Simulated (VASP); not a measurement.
## SrTiC2 under changes of volume

One of the cells (19.776 Å³/atom); the others are scaled copies at fixed shape and fractional positions:

```xyz
4
Lattice="3.8000 0.0000 0.0000 -1.9000 3.2909 0.0000 0.0000 0.0000 6.3256" Properties=species:S:1:pos:R:3 pbc="T T T"
Sr    0.0000    0.0000    3.1628
Ti    0.0000    0.0000    0.0000
C     0.0000    2.1939    0.0000
C     1.9000    1.0969    0.0000
```

The cell was built by a generator and needn't be a form met in nature.

```yaml
Program: VASP 6.6.1
Functional: PBE
Potentials_or_basis: VASP PAW PBE potentials, release 64 (Sr_sv, Ti_sv, C)
Cutoff: 520 eV
k_mesh: 8 × 8 × 4
Occupations: fermi-dirac, width 0.05 eV
Spin: no spin polarisation
```

| volume (Å³/atom) | energy over the lowest point (meV/atom) | pressure (GPa) |
| --- | --- | --- |
| 18.225 | 11.08 | 4.0 |
| 18.613 | ? | ? |
| 19.000 | 0.00 | 0.8 |
| 19.776 | 3.01 | -1.8 |
| 20.164 | 8.93 | -2.9 |
| 20.551 | 17.40 | -3.9 |

What does the run at 18.613 Å³/atom give?

Energy over the lowest point 3.59 meV/atom; pressure 2.3 GPa.

Worked out: A Birch-Murnaghan fit of order 3 (a polynomial in V^(-2/3)) to the other rows has its minimum at 19.20 Å³/atom with B0 = V·E''(V) = 68 GPa and B' = 4.3 at fixed shape and positions, which overstates the stiffness. It gives 3.58 meV/atom at 18.613 Å³/atom, against the run's 3.59, and -dE/dV = 2.3 GPa, against 2.3.

Energies are extrapolated to zero smearing.
